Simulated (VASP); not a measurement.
```xyz
8
Lattice="2.9474 0.0000 0.0000 0.0000 2.9474 0.0000 0.0000 0.0000 8.3247" Properties=species:S:1:pos:R:3 pbc="T T T"
Mg     1.4737     1.4737     6.2471
Mg     1.4737     1.4737     2.0776
Mg     0.0000     0.0000     4.1624
Zn     0.0000     0.0000     0.0000
O      0.0000     0.0000     2.1041
O      0.0000     0.0000     6.2206
O      1.4737     1.4737     0.0000
O      1.4737     1.4737     4.1624
```

These are LDA (Ceperley-Alder, Perdew-Zunger), VASP's LDA PAW potentials (set 64) (plane waves; VASP) values and carry that method's errors. Numerical set-up: 520 eV cut-off, Gaussian smearing of 0.050 eV, potentials Mg Zn O.

### Question
Give the energies of bands 10 to 23 at the high-symmetry points, in eV from the valence-band maximum.

### Answer

```tsv
band	Γ	X	M	Z	R	A
10	-4.73	-4.69	-4.45	-4.73	-5.38	-4.56
11	-3.82	-4.63	-4.44	-3.88	-4.83	-4.56
12	-2.87	-4.52	-4.44	-2.67	-4.24	-4.45
13	-2.72	-3.99	-4.14	-2.67	-3.99	-4.14
14	-2.72	-3.41	-3.60	-2.23	-2.49	-3.36
15	-1.99	-2.47	-3.60	-2.16	-2.20	-3.36
16	-1.99	-1.76	-3.00	-2.16	-2.09	-2.93
17	-1.67	-1.71	-2.70	-1.93	-1.76	-2.90
18	-1.67	-1.61	-2.52	-1.50	-1.61	-2.68
19	-1.13	-1.61	-2.52	-1.50	-1.61	-2.68
20	-1.06	-0.59	-2.44	-1.12	-0.95	-2.56
21	-1.06	0.00	-2.41	-1.12	0.00	-2.25
22	2.85	6.24	5.44	3.61	6.57	5.65
23	6.25	6.65	8.67	5.17	7.23	8.90
```

The gap is indirect, 2.85 eV, from the valence maximum at X to the conduction minimum at Γ.

The structure comes from a computed database's Mg3ZnO4 entry (P4/mmm); how it stands against other phases isn't given here. It was relaxed first, which changed the volume by -8 %.
